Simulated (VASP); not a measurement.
Consider the following.

```xyz
2
Lattice="0.0000 2.4963 2.4963 2.4963 0.0000 2.4963 2.4963 2.4963 0.0000" Properties=species:S:1:pos:R:3 pbc="T T T"
Ca     0.0000     0.0000     0.0000
O      2.4963     2.4963     2.4963
```

Method: RPBE GGA, VASP's PBE PAW potentials (set 64) (plane waves; VASP 6.6.1). Run with 520 eV cut-off, 9×9×9 Γ-centred mesh, Gaussian smearing of 0.050 eV, potentials Ca_sv O.

Task: Give the stress tensor in GPa (positive for a compressed cell).

Result: 
```
-4.84   0.00   0.00
 0.00  -4.84   0.00
 0.00   0.00  -4.84
```
The pressure is its mean diagonal, -4.84 GPa.

The compound is CaO in the rock salt structure. This cell is one point of a volume scan, at 1.06 of the reference volume.
